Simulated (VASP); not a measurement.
Calculation: LDA (Ceperley-Alder, Perdew-Zunger), VASP's LDA PAW potentials (set 64) (plane waves; VASP 6.6.1).

VASP ran on this input.

### INCAR
```
SYSTEM = Ca
PREC = Accurate; ENCUT = 400; LREAL = .FALSE.
LASPH = .TRUE.
EDIFF = 1E-6; NELM = 100; ALGO = Normal
ISMEAR = 1; SIGMA = 0.1
IBRION = 2; NSW = 60; ISIF = 3
EDIFFG = -0.01
LWAVE = .FALSE.; LCHARG = .FALSE.
```

### POSCAR
```
Ca
1.0
  0.0000000000   2.7900000000   2.7900000000
  2.7900000000   0.0000000000   2.7900000000
  2.7900000000   2.7900000000   0.0000000000
Ca
1
Cartesian
  0.0000000000   0.0000000000   0.0000000000
```

File KPOINTS:
```
Automatic mesh
0
gamma
10 10 10
```

POTCAR, in this order: Ca_sv (LDA.64 set). Program: vasp_std.

Output of the run:

**OUTCAR**
```
 ion  position               nearest neighbor table
   1  0.000  0.000  0.000-
  LATTYP: Found a face centered cubic cell.
 ALAT       =     5.5800000000
 Subroutine PRICEL returns:
 Original cell was already a primitive cell.
 Subroutine GETGRP returns: Found 48 space group operations
The static configuration has the point symmetry O_h .
The dynamic configuration has the point symmetry O_h .
 Subroutine INISYM returns: Found 48 space group operations
 Subroutine IBZKPT returns following result:
 Found     47 irreducible k-points:

 Following reciprocal coordinates:
            Coordinates               Weight
  0.000000  0.000000  0.000000      1.000000
  0.100000  0.000000  0.000000      8.000000
  0.200000  0.000000  0.000000      8.000000
  0.300000  0.000000  0.000000      8.000000
  0.400000  0.000000  0.000000      8.000000
  0.500000  0.000000  0.000000      4.000000
  0.100000  0.100000  0.000000      6.000000
  0.200000  0.100000  0.000000     24.000000
  0.300000  0.100000  0.000000     24.000000
  0.400000  0.100000  0.000000     24.000000
  0.500000  0.100000  0.000000     24.000000
 -0.400000  0.100000  0.000000     24.000000
 -0.300000  0.100000  0.000000     24.000000
 -0.200000  0.100000  0.000000     24.000000
 -0.100000  0.100000  0.000000     12.000000
  0.200000  0.200000  0.000000      6.000000
  0.300000  0.200000  0.000000     24.000000
  0.400000  0.200000  0.000000     24.000000
  0.500000  0.200000  0.000000     24.000000
 -0.400000  0.200000  0.000000     24.000000
 -0.300000  0.200000  0.000000     24.000000
 -0.200000  0.200000  0.000000     12.000000
  0.300000  0.300000  0.000000      6.000000
  0.400000  0.300000  0.000000     24.000000
  0.500000  0.300000  0.000000     24.000000
...
```

### OSZICAR
```
       N       E                     dE             d eps       ncg     rms          rms(c)
DAV:   1     0.545483629352E+02    0.54548E+02   -0.45551E+03   846   0.828E+02
DAV:   2    -0.118712493438E+01   -0.55735E+02   -0.55543E+02   885   0.211E+02
DAV:   3    -0.215705829073E+01   -0.96993E+00   -0.96741E+00  1343   0.299E+01
DAV:   4    -0.218099461245E+01   -0.23936E-01   -0.23925E-01  1266   0.373E+00
DAV:   5    -0.218132005181E+01   -0.32544E-03   -0.32526E-03  1342   0.299E-01    0.232E+00
DAV:   6    -0.217186310720E+01    0.94569E-02   -0.13483E-02  1090   0.143E+00    0.141E+00
DAV:   7    -0.216901195039E+01    0.28512E-02   -0.18294E-02  1078   0.184E+00    0.101E-01
DAV:   8    -0.216856129316E+01    0.45066E-03   -0.22420E-03   999   0.487E-01    0.184E-02
DAV:   9    -0.216856310361E+01   -0.18104E-05   -0.11555E-04  1388   0.872E-02    0.464E-03
DAV:  10    -0.216856307617E+01    0.27439E-07   -0.59601E-06  1152   0.270E-02
   1 F= -.21685631E+01 E0= -.21684450E+01  d E =-.216856E+01
       N       E                     dE             d eps       ncg     rms          rms(c)
DAV:   1    -0.277743166170E+01   -0.60887E+00   -0.15971E+01   911   0.465E+01    0.472E+00
DAV:   2    -0.228696534479E+01    0.49047E+00   -0.13385E+00   865   0.150E+01    0.221E+00
DAV:   3    -0.218449062773E+01    0.10247E+00   -0.78649E-01  1172   0.811E+00    0.610E-01
DAV:   4    -0.219017400819E+01   -0.56834E-02   -0.44190E-02  1011   0.242E+00    0.326E-01
DAV:   5    -0.219972633381E+01   -0.95523E-02   -0.13541E-02  1251   0.526E-01    0.205E-01
DAV:   6    -0.220087956810E+01   -0.11532E-02   -0.14262E-03  1402   0.292E-01    0.900E-02
DAV:   7    -0.220089604951E+01   -0.16481E-04   -0.19668E-04   982   0.176E-01    0.740E-03
DAV:   8    -0.220089595900E+01    0.90509E-07   -0.82806E-06  1215   0.270E-02
   2 F= -.22008960E+01 E0= -.22004789E+01  d E =-.323329E-01
       N       E                     dE             d eps       ncg     rms          rms(c)
DAV:   1    -0.241557410382E+01   -0.21468E+00   -0.59380E+00   911   0.288E+01    0.283E+00
DAV:   2    -0.223885253405E+01    0.17672E+00   -0.52503E-01   871   0.929E+00    0.136E+00
DAV:   3    -0.220051571973E+01    0.38337E-01   -0.29793E-01  1177   0.498E+00    0.414E-01
DAV:   4    -0.220226543136E+01   -0.17497E-02   -0.15256E-02   963   0.151E+00    0.203E-01
DAV:   5    -0.220622567563E+01   -0.39602E-02   -0.73599E-03  1245   0.405E-01    0.105E-01
DAV:   6    -0.220638022889E+01   -0.15455E-03   -0.29825E-04  1415   0.144E-01    0.451E-02
DAV:   7    -0.220631042502E+01    0.69804E-04   -0.12854E-04   960   0.145E-01    0.412E-02
DAV:   8    -0.220634721335E+01   -0.36788E-04   -0.93056E-05  1296   0.930E-02    0.403E-03
DAV:   9    -0.220634706394E+01    0.14941E-06   -0.43125E-07   571   0.696E-03
   3 F= -.22063471E+01 E0= -.22058771E+01  d E =-.377840E-01
```

### OUTCAR
```
------------------------ aborting loop because EDIFF is reached ----------------------------------------
  FORCE on cell =-STRESS in cart. coord.  units (eV):
  Direction    XX          YY          ZZ          XY          YZ          ZX
  --------------------------------------------------------------------------------------
  Total        0.0012521      0.0012521      0.0012521      0.0000000      0.0000000      0.0000000
  in kB        0.0527739      0.0527739      0.0527739      0.0000000      0.0000000      0.0000000
  external PRESSURE =       0.0527739 kB  Pullay stress =       0.0000000 kB
  volume of cell :       38.01
      direct lattice vectors                 reciprocal lattice vectors
    -0.000000000  2.668684705  2.668684705    -0.187358214  0.187358214  0.187358214
     2.668684705  0.000000000  2.668684705     0.187358214 -0.187358214  0.187358214
     2.668684705  2.668684705 -0.000000000     0.187358214  0.187358214 -0.187358214
 POSITION                                       TOTAL-FORCE (eV/Angst)
 -----------------------------------------------------------------------------------
     -0.00000      0.00000      0.00000        -0.000000      0.000000     -0.000000
 -----------------------------------------------------------------------------------
    total drift:                               -0.000000     -0.000000     -0.000000
  FREE ENERGIE OF THE ION-ELECTRON SYSTEM (eV)
  ---------------------------------------------------
  free  energy   TOTEN  =        -2.2063470639 eV

  energy  without entropy=       -2.2049373199  energy(sigma->0) =       -2.20587715

 reached required accuracy - stopping structural energy minimisation
```
(Selected blocks of OUTCAR.)

**CONTCAR**
```
Ca
   1.00000000000000
    -0.0000000000000000    2.6686847052321925    2.6686847052321925
     2.6686847052321925    0.0000000000000000    2.6686847052321925
     2.6686847052321925    2.6686847052321925   -0.0000000000000000
  Ca
     1
Direct
     0.0000000000000000    0.0000000000000000    0.0000000000000000
```

Energy and stress use the plane-wave basis of the starting cell.

The compound is Ca in the fcc structure. This run relaxes it. Symmetry was kept, so distortions that lower it aren't found.
